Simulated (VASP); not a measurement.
# NbTe (P-6m2) in VASP: further runs, part 2 of 2

VASP 6.6.1. The steps go on from the part before.

### 5 Single point, PBE

INCAR

```
  PREC = Accurate
  ENCUT = 400
  EDIFF = 1E-7
  ISMEAR = 0
  SIGMA = 0.05
  LREAL = False
  LASPH = True
  NELM = 100
  ALGO = Normal
  ISIF = 2
  LWAVE = False
  LCHARG = False
  GGA = PE
  NBANDS = 16
  ADDGRID = False
```

KPOINTS

```
regular mesh
0
Gamma
  4 4 4
```

POSCAR

```
NbTe
1.0
    3.7029743866      0.0000000000      0.0000000000
   -1.8514871933      3.2068698884      0.0000000000
    0.0000000000      0.0000000000      3.6942110000
Te Nb
1 1
Direct
    0.6666666667      0.3333333333      0.0000000000
    0.0000000000      0.0000000000      0.5000000000
```

Potentials or basis: VASP PAW PBE potentials, release 64 (Te, Nb_pv).

The run is started by

```console
$ cat potpaw_PBE.64/Te/POTCAR potpaw_PBE.64/Nb_pv/POTCAR > POTCAR
$ mpirun -np 1 vasp_std > vasp.out
```

OUTCAR:

```text
PREC = Accurate
   ENCUT = 400
   EDIFF = 1E-7
   ISMEAR = 0
   LREAL = False
   LASPH = True
   NELM = 100
   ISIF = 2
   GGA = PE

 Found     12 irreducible k-points:

 Following reciprocal coordinates:
            Coordinates               Weight
  0.000000  0.000000  0.000000      1.000000
  0.250000 -0.000000  0.000000      6.000000
  0.500000 -0.000000  0.000000      3.000000
  0.250000  0.250000  0.000000      6.000000
  0.000000  0.000000  0.250000      2.000000
  0.250000 -0.000000  0.250000     12.000000
   k-points           NKPTS =     12   k-points in BZ     NKDIM =     12   number of bands    NBANDS=     16
   number of dos      NEDOS =    301   number of ions     NIONS =      2
   total plane-waves  NPLWV =  13824
   dimension x,y,z NGX =    24 NGY =   24 NGZ =   24
   dimension x,y,z NGXF=    48 NGYF=   48 NGZF=   48
   ions per type =               1   1
   NGX,Y,Z   is equivalent  to a cutoff of  10.77, 10.77, 10.80 a.u.
   NGXF,Y,Z  is equivalent  to a cutoff of  21.55, 21.55, 21.60 a.u.
 SYSTEM =  unknown system
   PREC   = accura    normal or accurate (medium, high low for compatibility)
   ISTART =      0    job   : 0-new  1-cont  2-samecut
   ICHARG =      2    charge: 1-file 2-atom 10-const
   ISPIN  =      1    spin polarized calculation?
   LNONCOLLINEAR =      F non collinear calculations
   LSORBIT =      F    spin-orbit coupling
   LASPH  =      T    aspherical Exc in radial PAW
   ENCUT  =  400.0 eV  29.40 Ry    5.42 a.u.   6.04  6.04  6.02*2*pi/ulx,y,z
   NELM   =    100;   NELMIN=  2; NELMDL= -5     # of ELM steps
   EDIFF  = 0.1E-06   stopping-criterion for ELM
[... 18 lines left out ...]
     AMIX     =   0.40;   BMIX     =  1.00
     AMIX_MAG =   1.60;   BMIX_MAG =  1.00
  volume/ion in A,a.u.               =      21.93       148.02
  Fermi-wavevector in a.u.,A,eV,Ry     =   1.193548  2.255479 19.382272  1.424557
  Thomas-Fermi vector in A             =   2.329560
   LORBIT       =      0    0 simple, 1 ext, 2 COOP (PROOUT), +10 PAW based schemes
   GGA     = PE    functional components
[... 5 lines left out ...]
 non-spin polarized calculation
 Gauss-broadening in eV      SIGMA  =   0.05
  energy-cutoff  :      400.00
  volume of cell :       43.87
 maximum number of plane-waves:       808
   NGX = 13   NGY = 13   NGZ = 13

 number of electron      17.0000004 magnetization

 Free energy of the ion-electron system (eV)
  ---------------------------------------------------
  ext. energy  EPLUGINS =         0.00000000
  ---------------------------------------------------
  free energy    TOTEN  =       -13.50200305 eV

  energy without entropy =      -13.49782692  energy(sigma->0) =      -13.49991498

 E-fermi :   8.3799     XC(G=0): -11.2447

 val. band max:        8.3556229597   @ k =   0.2500  -0.0000   0.5000
 cond. band min:       8.4042611616   @ k =   0.2500  -0.0000   0.0000
 fundamental gap:      0.0486382019
 Fermi energy:         8.3799444564

 k-point     1 :       0.0000    0.0000    0.0000
  band No.  band energies     occupation
      1     -23.3746      2.00000
      2     -23.1283      2.00000
      3     -23.1283      2.00000
      4      -5.8198      2.00000
      5       5.3049      2.00000
      6       5.3049      2.00000
[... 8 lines left out ...]
     15      15.4961      0.00000
     16      15.4961      0.00000

 k-point     2 :       0.2500   -0.0000    0.0000
  band No.  band energies     occupation
      1     -23.3636      2.00000
      2     -23.1952      2.00000
      3     -23.1441      2.00000
      4      -5.1163      2.00000
      5       3.1058      2.00000
      6       5.1638      2.00000
[... 8 lines left out ...]
     15      16.8596      0.00000
     16      17.6396      0.00000

 k-point     3 :       0.5000   -0.0000    0.0000
  band No.  band energies     occupation
      1     -23.3524      2.00000
      2     -23.2609      2.00000
      3     -23.1599      2.00000
      4      -4.1446      2.00000
      5       1.2396      2.00000
      6       4.6225      2.00000
[... 8 lines left out ...]
     15      17.2076      0.00000
     16      19.1884      0.00000

 k-point     4 :       0.2500    0.2500    0.0000
  band No.  band energies     occupation
      1     -23.3524      2.00000
      2     -23.2370      2.00000
      3     -23.1841      2.00000
      4      -4.1836      2.00000
      5       1.9147      2.00000
      6       3.8642      2.00000
[... 8 lines left out ...]
     15      16.8001      0.00000
     16      17.3157      0.00000

 k-point     5 :       0.0000    0.0000    0.2500
  band No.  band energies     occupation
      1     -23.4312      2.00000
      2     -23.1234      2.00000
      3     -23.1234      2.00000
      4      -5.2439      2.00000
      5       2.7617      2.00000
      6       5.6133      2.00000
[... 8 lines left out ...]
     15      16.1093      0.00000
     16      16.8454      0.00000

 k-point     6 :       0.2500   -0.0000    0.2500
  band No.  band energies     occupation
      1     -23.4164      2.00000
      2     -23.1873      2.00000
      3     -23.1381      2.00000
      4      -4.6910      2.00000
      5       2.9801      2.00000
      6       3.7120      2.00000
[... 8 lines left out ...]
     15      17.1205      0.00000
     16      17.4575      0.00000

 [... further k-points ...]

------------------------ aborting loop because EDIFF is reached ----------------------------------------

  FORCE on cell =-STRESS in cart. coord.  units (eV):
  Direction    XX          YY          ZZ          XY          YZ          ZX
  --------------------------------------------------------------------------------------
  -------------------------------------------------------------------------------------
  Total        0.1986474      0.1986474     -0.4612209      0.0000000      0.0000000      0.0000000
  in kB        7.2550380      7.2550380    -16.8447990      0.0000000      0.0000000      0.0000000
  external PRESSURE =      -0.7782410 kB  Pullay stress =       0.0000000 kB

 VOLUME and BASIS-vectors are now :
 -----------------------------------------------------------------------------
  energy-cutoff  :      400.00
  volume of cell :       43.87
      direct lattice vectors                 reciprocal lattice vectors
     3.702974387  0.000000000  0.000000000     0.270053178  0.155915275  0.000000000
    -1.851487193  3.206869888  0.000000000     0.000000000  0.311830550  0.000000000
     0.000000000  0.000000000  3.694211000     0.000000000  0.000000000  0.270693796

 POSITION                                       TOTAL-FORCE (eV/Angst)
 -----------------------------------------------------------------------------------
      1.85149      1.06896      0.00000        -0.000000     -0.000000      0.000000
      0.00000      0.00000      1.84711         0.000000      0.000000      0.000000
 -----------------------------------------------------------------------------------
    total drift:                               -0.000000      0.000000      0.000000

  FREE ENERGIE OF THE ION-ELECTRON SYSTEM (eV)
  ---------------------------------------------------
  free  energy   TOTEN  =       -13.5020030492 eV

  energy  without entropy=      -13.4978269190  energy(sigma->0) =      -13.49991498
```

stdout:

```text
POSCAR found type information on POSCAR TeNb
 POSCAR found :  2 types and       2 ions
 scaLAPACK will be used
 LDA part: xc-table for (Slater+PW92), standard interpolation
 POSCAR, INCAR and KPOINTS ok, starting setup
 FFT: planning ... GRIDC
 FFT: planning ... GRID_SOFT
 FFT: planning ... GRID
 WAVECAR not read
 entering main loop
```

Run time: 5.2 s. Hardware: 1 thread of Intel Xeon Platinum 8488C (Sapphire Rapids), shared host; peak memory 0.13 GiB.

These settings aren't checked as converged: the numbers below hold their error.

What came out:

```yaml
Free_energy: -13.5020 eV
Pressure: -0.1 GPa
Band_gap_on_the_k_mesh: none (metal or under the smearing width)
```

Caveat: the k mesh is coarse (spacing up to 0.49 Å⁻¹), so the values aren't converged.

### 6 Single point, PBE

Changes to INCAR since step 5:

```diff
@@ -1,3 +1,3 @@
   PREC = Accurate
-  ENCUT = 400
+  ENCUT = 460
   EDIFF = 1E-7
```

KPOINTS is that of step 5.

POSCAR is that of step 5.

Potentials or basis: VASP PAW PBE potentials, release 64 (Te, Nb_pv).

The run is started by

```console
$ cat potpaw_PBE.64/Te/POTCAR potpaw_PBE.64/Nb_pv/POTCAR > POTCAR
$ mpirun -np 1 vasp_std > vasp.out
```

Wall time 8.5 s (1 thread of Intel Xeon Platinum 8488C (Sapphire Rapids), shared host); peak memory 0.15 GiB.

These settings aren't checked as converged: the numbers below hold their error.

What came out:

* Free energy: -13.5026 eV
* Pressure: -0.1 GPa
* Band gap on the k mesh: none (metal or under the smearing width)

Caveat: the k mesh is coarse (spacing up to 0.49 Å⁻¹), so the values aren't converged.

### 7 The reference run

An earlier run on the cell as given: functional PBE; potentials or basis VASP PAW PBE potentials, release 64 (Te, Nb_sv); cutoff 520 eV; k mesh 8 × 8 × 7; occupations fermi-dirac, width 0.05 eV; no spin polarisation.

* Pressure: -0.8 GPa
* Band gap on the k mesh: none (metal or under the smearing width)
